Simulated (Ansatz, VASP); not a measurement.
**KSrCl3 in two plane-wave programs**

Aim: how closely do two programs agree when they are given the same cell, functional and k mesh? The cell is generated by rule, not measured, and may not be a known phase. The cell is taken from a series of runs on this material, whose earlier steps may have relaxed, scaled, displaced or heated it; both programs get it as it stands.

Method: plane waves, with VASP 6.6.1 beside it; relaxation of cell and atoms at PBEsol, in Ansatz 0.2.0.

**1. Starting point**

The structure is cubic, space group Pm-3m (No. 221). The conventional cell has a = 5.585 Å, b = 5.585 Å, c = 5.585 Å, α = 90.00°, β = 90.00°, γ = 90.00°. Nearest to K lie 12 Cl at 3.95 Å. Sr has 6 Cl at 2.79 Å nearest. Cl has 2 Sr at 2.79 Å and 4 K at 3.95 Å nearest. Farther neighbours and most contacts between anions are not listed.

Structure file:

```cif
data_structure
_symmetry_space_group_name_H-M 'P 1'
_symmetry_Int_Tables_number 1
_cell_length_a 5.5845
_cell_length_b 5.5845
_cell_length_c 5.5845
_cell_angle_alpha 90.000
_cell_angle_beta 90.000
_cell_angle_gamma 90.000
_cell_volume 174.17
loop_
_atom_site_label
_atom_site_type_symbol
_atom_site_fract_x
_atom_site_fract_y
_atom_site_fract_z
_atom_site_occupancy
K1 K 0.00000 0.00000 0.00000 1
Sr2 Sr 0.50000 0.50000 0.50000 1
Cl3 Cl 0.50000 0.50000 0.00000 1
Cl4 Cl 0.50000 0.00000 0.50000 1
Cl5 Cl 0.00000 0.50000 0.50000 1
```

**2. VASP: relaxation of cell and atoms, PBEsol, pair 1**

The relaxed volume is the usual yardstick between codes: in a stiff, nearly cubic crystal its relative difference is about their pressure difference at one cell divided by the bulk modulus.

Lines of VASP's logs that name or quote its potential files are left out, and so is its time.

File INCAR:

```
SYSTEM = KSrCl3
PREC = Accurate
ENCUT = 500
EDIFF = 1E-07
NELM = 120
ISMEAR = 0
SIGMA = 0.02
LREAL = .FALSE.
ALGO = Normal
GGA = PS
NBANDS = 26
LORBIT = 11
LWAVE = .FALSE.
LCHARG = .FALSE.
ISIF = 3
IBRION = 2
NSW = 80
EDIFFG = -0.005
LASPH = .TRUE.
GGA_COMPAT = .FALSE.
NELMIN = 4
EFERMI = MIDGAP
KPAR = 2
```

File POSCAR:

```
KSrCl3
1.0
    5.5845480000      0.0000000000      0.0000000000
    0.0000000000      5.5845480000      0.0000000000
    0.0000000000      0.0000000000      5.5845480000
K Sr Cl
1 1 3
Direct
    0.0000000000      0.0000000000      0.0000000000
    0.5000000000      0.5000000000      0.5000000000
    0.5000000000      0.5000000000      0.0000000000
    0.5000000000      0.0000000000      0.5000000000
    0.0000000000      0.5000000000      0.5000000000
```

File KPOINTS:

```
Automatic mesh
0
Gamma
4 4 4
0 0 0
```

PAW data sets: K_sv, Sr_sv and Cl (PBE family, release 64).

Launch:

```
mpirun -np 2 vasp_std
```

Numbers of over 12 decimals in the logs are rounded to 6 here.

Log:

```text
[banner, memory and clock lines left out]
running    2 mpi-ranks, on    1 nodes
 distrk:  each k-point on    1 cores,    2 groups
 distr:  one band on    1 cores,    1 groups

 POSCAR found type information on POSCAR K SrCl
 POSCAR found :  3 types and       5 ions
|                                                                             |
|               ----> ADVICE to this user running VASP <----                  |
|                                                                             |
|     You enforced a specific xc type in the INCAR file but a different       |
|     [... a line on the potential file left out ...]
|     I HOPE YOU KNOW WHAT YOU ARE DOING!                                     |
|                                                                             |

 LDA part: xc-table for (Slater+PW92), standard interpolation
 POSCAR, INCAR and KPOINTS ok, starting setup
 FFT: planning ... GRIDC
 FFT: planning ... GRID_SOFT
 FFT: planning ... GRID
 WAVECAR not read
 entering main loop
       N       E                     dE             d eps       ncg     rms          rms(c)
DAV:   1     0.294345741103E+03    0.29435E+03   -0.17877E+04   520   0.130E+03
DAV:   2     0.503154460658E+01   -0.28931E+03   -0.28554E+03   692   0.296E+02
DAV:   3    -0.199722139037E+02   -0.25004E+02   -0.24956E+02   792   0.823E+01
DAV:   4    -0.205493459416E+02   -0.57713E+00   -0.57634E+00   822   0.118E+01
DAV:   5    -0.205760662534E+02   -0.26720E-01   -0.26719E-01   760   0.138E+00    0.209E+01
DAV:   6    -0.199489864338E+02    0.62708E+00   -0.12007E+00   632   0.446E+00    0.131E+01
DAV:   7    -0.198297678574E+02    0.11922E+00   -0.78171E-01   718   0.398E+00    0.151E+00
DAV:   8    -0.198153533886E+02    0.14414E-01   -0.10450E-01   670   0.148E+00    0.343E-01
DAV:   9    -0.198140003669E+02    0.13530E-02   -0.10758E-02   718   0.600E-01    0.254E-01
DAV:  10    -0.198141103747E+02   -0.11001E-03   -0.19383E-03   766   0.267E-01    0.907E-02
DAV:  11    -0.198142014061E+02   -0.91031E-04   -0.54995E-04   684   0.149E-01    0.362E-02
DAV:  12    -0.198142255132E+02   -0.24107E-04   -0.83417E-05   672   0.501E-02    0.180E-02
DAV:  13    -0.198142261915E+02   -0.67828E-06   -0.32664E-06   758   0.976E-03    0.778E-03
DAV:  14    -0.198142272234E+02   -0.10319E-05   -0.19105E-06   668   0.776E-03    0.396E-03
DAV:  15    -0.198142271279E+02    0.95538E-07   -0.86038E-08   548   0.202E-03
   1 F= -.19814227E+02 E0= -.19814227E+02  d E =-.198142E+02
 curvature:   0.00 expect dE= 0.000E+00 dE for cont linesearch  0.000E+00
 trial: gam= 0.00000 g(F)=  0.000E+00 g(S)=  0.189E-03 ort = 0.000E+00 (trialstep = 0.100E+01)
 search vector abs. value=  0.189E-03
 bond charge predicted
       N       E                     dE             d eps       ncg     rms          rms(c)
DAV:   1    -0.198157520186E+02   -0.15248E-02   -0.31609E-02   588   0.113E+00    0.275E-01
DAV:   2    -0.198146024467E+02    0.11496E-02   -0.31626E-03   716   0.310E-01    0.947E-02
DAV:   3    -0.198143625409E+02    0.23991E-03   -0.63898E-04   802   0.140E-01    0.768E-02
DAV:   4    -0.198143539749E+02    0.85660E-05   -0.51438E-05   864   0.304E-02    0.518E-02
DAV:   5    -0.198143528136E+02    0.11613E-05   -0.39471E-05   916   0.258E-02    0.109E-02
DAV:   6    -0.198143519902E+02    0.82346E-06   -0.12881E-06   670   0.762E-03    0.234E-03
DAV:   7    -0.198143516182E+02    0.37194E-06   -0.85533E-08   406   0.219E-03    0.650E-04
DAV:   8    -0.198143515331E+02    0.85158E-07   -0.22039E-08   304   0.972E-04
   2 F= -.19814352E+02 E0= -.19814352E+02  d E =-.124405E-03
 trial-energy change:   -0.000124  1 .order   -0.000122   -0.000189   -0.000056
 step:   1.3728(harm=  1.4188)  dis= 0.00000  next Energy=   -19.814362 (dE=-0.135E-03)
 reached required accuracy - stopping structural energy minimisation
```

From OUTCAR (step 2):

```text
ion  position               nearest neighbor table
   1  0.000  0.000  0.000-
   2  0.500  0.500  0.500-   3 2.79   4 2.79   5 2.79   3 2.79   4 2.79   5 2.79
   3  0.500  0.500  0.000-   2 2.79   2 2.79
   4  0.500  0.000  0.500-   2 2.79   2 2.79
   5  0.000  0.500  0.500-   2 2.79   2 2.79

  LATTYP: Found a simple cubic cell.
 ALAT       =     5.5845480000

 Subroutine GETGRP returns: Found 48 space group operations
 (whereof 48 operations were pure point group operations)

The static configuration has the point symmetry O_h .

 Found     10 irreducible k-points:

   k-points           NKPTS =     10   k-points in BZ     NKDIM =     10   number of bands    NBANDS=     26

   dimension x,y,z NGX =    42 NGY =   42 NGZ =   42
   dimension x,y,z NGXF=    84 NGYF=   84 NGZF=   84

   ENCUT  =  500.0 eV  36.75 Ry    6.06 a.u.  10.18 10.18 10.18*2*pi/ulx,y,z

   NELECT =      40.0000    total number of electrons

 k-points in reciprocal lattice and weights: Automatic mesh
   0.00000000  0.00000000  0.00000000       0.016
   0.25000000  0.00000000  0.00000000       0.094
   0.50000000  0.00000000  0.00000000       0.047
   0.25000000  0.25000000  0.00000000       0.188
   0.50000000  0.25000000  0.00000000       0.188
   0.50000000  0.50000000  0.00000000       0.047
   0.25000000  0.25000000  0.25000000       0.125
   0.50000000  0.25000000  0.25000000       0.188
   0.50000000  0.50000000  0.25000000       0.094
   0.50000000  0.50000000  0.50000000       0.016

 average (electrostatic) potential at core
       1 -37.3477       2 -39.2723       3 -94.6078       4 -94.6078       5 -94.6078

 E-fermi :   0.6020

 k-point     1 :       0.0000    0.0000    0.0000
  band No.  band energies     occupation
    ...
     16      -2.0625      2.00000
     17      -2.0625      2.00000
     18      -1.8290      2.00000
     19      -1.8290      2.00000
     20      -1.8290      2.00000
     21       2.8293      0.00000
     22       4.3461      0.00000
     23       4.3461      0.00000
     24       4.3461      0.00000
     25       5.3405      0.00000
    ...

 k-point     2 :       0.2500    0.0000    0.0000
  band No.  band energies     occupation
    ...
     16      -2.1688      2.00000
     17      -2.1688      2.00000
     18      -2.1161      2.00000
     19      -1.8767      2.00000
     20      -1.8767      2.00000
     21       3.3897      0.00000
     22       4.4527      0.00000
     23       4.8618      0.00000
     24       4.8618      0.00000
     25       5.4002      0.00000
    ...

 k-point     3 :       0.5000    0.0000    0.0000
  band No.  band energies     occupation
    ...
     16      -2.3478      2.00000
     17      -2.3478      2.00000
     18      -2.1679      2.00000
     19      -1.9012      2.00000
     20      -1.9012      2.00000
     21       4.4808      0.00000
     22       4.5790      0.00000
     23       4.7145      0.00000
     24       5.5761      0.00000
     25       5.5761      0.00000
    ...

  Total        0.0238545      0.0238545      0.0238545     -0.0000000      0.0000000     -0.0000000
  in kB        0.2189278      0.2189278      0.2189278     -0.0000000      0.0000000     -0.0000000
  external PRESSURE =       0.2189278 kB  Pullay stress =       0.0000000 kB

  energy-cutoff  :      500.00
  volume of cell :      174.57
      direct lattice vectors                 reciprocal lattice vectors
     5.588902232  0.000000000 -0.000000000     0.178926014  0.000000000 -0.000000000
    -0.000000000  5.588902232 -0.000000000     0.000000000  0.178926014  0.000000000
     0.000000000 -0.000000000  5.588902232     0.000000000  0.000000000  0.178926014

 POSITION                                       TOTAL-FORCE (eV/Angst)
 -----------------------------------------------------------------------------------
      0.00000      0.00000      0.00000        -0.000000      0.000000      0.000000
      2.79445      2.79445      2.79445         0.000000     -0.000000      0.000000
      2.79445      2.79445     -0.00000        -0.000000      0.000000      0.000000
      2.79445     -0.00000      2.79445        -0.000000      0.000000      0.000000
     -0.00000      2.79445      2.79445         0.000000      0.000000      0.000000
 -----------------------------------------------------------------------------------
    total drift:                                0.000000     -0.000000     -0.000000

  FREE ENERGIE OF THE ION-ELECTRON SYSTEM (eV)
  ---------------------------------------------------
  free  energy   TOTEN  =       -19.8143515331 eV

  energy  without entropy=      -19.8143515331  energy(sigma->0) =      -19.81435153

 reached required accuracy - stopping structural energy minimisation

 total charge
# of ion       s       p       d       tot
------------------------------------------
    1        1.946   5.562   0.005   7.512
    2        2.008   5.771   0.220   7.999
    3        1.581   3.550   0.000   5.131
    4        1.581   3.550   0.000   5.131
    5        1.581   3.550   0.000   5.131
--------------------------------------------------
tot          8.696  21.983   0.225  30.903

[... 3 further parts left out ...]
```

CONTCAR:

```
KSrCl3
   1.00000000000000
     5.5889022315981238    0.0000000000000000   -0.0000000000000000
    -0.0000000000000000    5.5889022315981238   -0.0000000000000000
     0.0000000000000000   -0.0000000000000000    5.5889022315981238
  K               Sr              Cl
     1     1     3
Direct
     0.0000000000000000    0.0000000000000000    0.0000000000000000
     0.5000000000000000    0.5000000000000000    0.5000000000000000
     0.5000000000000000    0.5000000000000000    0.0000000000000000
     0.5000000000000000    0.0000000000000000    0.5000000000000000
     0.0000000000000000    0.5000000000000000    0.5000000000000000
```

(Continued in part 2 of 3.)

[Lines on the potential files, build, host, timing and source positions are cut from VASP's logs without a mark.]

[Logs are printed without paths, hosts, clocks, repeated set-up lines and the standing remarks that a program may print on its own settings, such as how far it seeks lower states.]

[Hosts, paths, dates, database ids (printed as entryN), source tags and the programs' standing remarks are cut or masked in the printed files.]
